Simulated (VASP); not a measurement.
Here is the system:

```yaml
crystal:
  lattice:
    - [0.00000, 3.21946, 3.21946]
    - [3.21946, 0.00000, 3.21946]
    - [3.21946, 3.21946, 0.00000]
  atoms:
    - { symbol: Na, position: [0.00000, 0.00000, 0.00000] }
    - { symbol: I, position: [0.50000, 0.50000, 0.50000] }
```

Method: rev-vdW-DF2, VASP's PBE PAW potentials (set 64) (plane waves; VASP). Run with 520 eV cut-off, Gaussian smearing of 0.050 eV, potentials Na_pv I.

Unless said otherwise, spin-orbit coupling is left out, though it shifts the bands of the heavy elements here.

Question: Estimate the band gap (along the path) with the smallest direct gap where there is one.

Answer: 
```yaml
band gap (along the path): 3.60 eV
smallest direct gap (along the path): 3.60 eV
```

The absolute energy has meaning only against runs of the same code, potentials and settings.

The compound is NaI in the rock salt structure. It was relaxed first.
